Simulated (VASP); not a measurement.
```
CELL_PARAMETERS angstrom
      0.00000     1.99123     1.99123
      1.99123     0.00000     1.99123
      1.99123     1.99123     0.00000
ATOMIC_POSITIONS crystal
  Li 0.00000 0.00000 0.00000
  H  0.50000 0.50000 0.50000
```

Computed with SCAN meta-GGA, VASP's PBE PAW potentials (set 64) (plane waves; VASP 6.6.1). Settings: 520 eV cut-off, 11×11×11 Γ-centred mesh, Gaussian smearing of 0.050 eV, potentials Li_sv H.

The job: LiH (rock salt), 2 atoms, SCAN, static run, 520 eV, 11×11×11 Γ-centred mesh. Roughly how much core time does it take on a busy server core?

About 30 core-seconds (one run on a shared machine, a rough figure). It had 56 irreducible k-points, 6 bands, up to 440 plane waves and 19 electronic steps.

The compound is LiH in the rock salt structure. It was relaxed first, which changed the volume by -7 %.
